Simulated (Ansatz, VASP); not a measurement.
# Si2B2C: VASP beside Ansatz

Contents of INCAR:

```
ALGO = Normal
EDIFF = 1E-6
EDIFFG = -0.04
ENCUT = 600
GGA = PE
IBRION = 2
ISIF = 3
ISMEAR = 0
LASPH = True
LCHARG = False
LREAL = False
LWAVE = False
NELM = 100
NSW = 90
PREC = Accurate
SIGMA = 0.1
```

KPOINTS

```
k-points
0
Gamma
  4 4 6
```

The input POSCAR:

```
Si2B2C
1.0
    4.3816468064      0.0000000000      0.0000000000
    0.0000000000      4.3816468064      0.0000000000
    0.0000000000      0.0000000000      2.8336336791
Si B C
2 2 1
Direct
    0.0000000000      0.5000000000      0.5000000000
    0.5000000000      0.0000000000      0.5000000000
    0.0000000000      0.0000000000      0.5000000000
    0.5000000000      0.5000000000      0.0000000000
    0.0000000000      0.0000000000      0.0000000000
```

Input for Ansatz:

```yaml
crystal:
  lattice:
    - [4.3816468064, 0.0, 0.0]
    - [0.0, 4.3816468064, 0.0]
    - [0.0, 0.0, 2.8336336791]
  atoms:
    - { symbol: Si, position: [0.0, 0.5, 0.5] }
    - { symbol: Si, position: [0.5, 0.0, 0.5] }
    - { symbol: B, position: [0.0, 0.0, 0.5] }
    - { symbol: B, position: [0.5, 0.5, 0.0] }
    - { symbol: C, position: [0.0, 0.0, 0.0] }
basis:
  ecutwfc: 420
kpoints:
  mp_grid: { grid: [4, 4, 6] }
hamiltonian:
  xc: pbe
scf:
  occupations: { method: gaussian, width: 0.1 }
  lower_state_search: "off"
output:
  forces: true
  stress: true
  eigenvalues: true
relax:
  adjacent_minimum: "off"
  f_tol: 0.04
  max_steps: 70
  cell: { stress_tol: 0.4 }
```

Alike in both runs: task relaxation of cell and atoms; functional PBE; k mesh 4 × 4 × 6; occupations gaussian, width 0.1 eV; no spin polarisation.

```csv
,VASP,Ansatz
version,VASP 6.6.1,Ansatz 0.2.0
potentials or method,"VASP PAW PBE potentials, release 64 (Si, B, C)","scalar-relativistic, plane waves, PAW"
plane-wave cutoff (eV),600,420
valence electrons in the cell,18,18
```

```tsv
	VASP	Ansatz	Ansatz less VASP
gap on the k mesh at the Fermi level, each at its own relaxed structure (eV)	none	none	-
relaxed volume (Å³/atom)	10.96	10.95	-0.008
relaxed cell length with the largest relative difference (Å)	4.411	4.409	-0.0019
```

A gap of «none» marks a metal or a gap that the smearing closes.

Caveats: the k mesh is coarse (spacing up to 0.37 Å⁻¹), so the values aren't converged.
